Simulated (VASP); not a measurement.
Data:

```xyz
2
Lattice="2.5875 0.0000 0.0000 0.0000 2.5875 0.0000 0.0000 0.0000 2.5875" Properties=species:S:1:pos:R:3 pbc="T T T"
Ni     0.0000     0.0000     0.0000
O      1.2937     1.2937     1.2937
```
Starting moments (μB, in the order of the record's atoms Ni O): -1.5 -0.5.

Method: r2SCAN meta-GGA, VASP's PBE PAW potentials (set 64) (plane waves; VASP 6.6.1). Numerical set-up: 520 eV cut-off, 16×16×16 Γ-centred mesh, tetrahedra with Blöchl corrections, potentials Ni O.

Question: What does the run give for the cell moment, energy per atom (σ→0), band gap (over mesh and band path) with the smallest direct gap where there is one?

Answer: 
```yaml
band gap (over mesh and band path): none (metal, semimetal or under 0.01 eV)
cell_moment: -2.00 μB
energy per atom (σ→0): -9213 meV/atom
```

Question: Give the moment on each site (PAW-sphere projection).

Answer: 
```tsv
site	moment (μB)
Ni1	-1.48
O2	-0.49
```

The absolute energy has meaning only against runs of the same code, potentials and settings.

The structure was generated: NiO was put into the CsCl type (Pm-3m), which need not be its known phase. It was relaxed first, which changed the volume by +17 %.
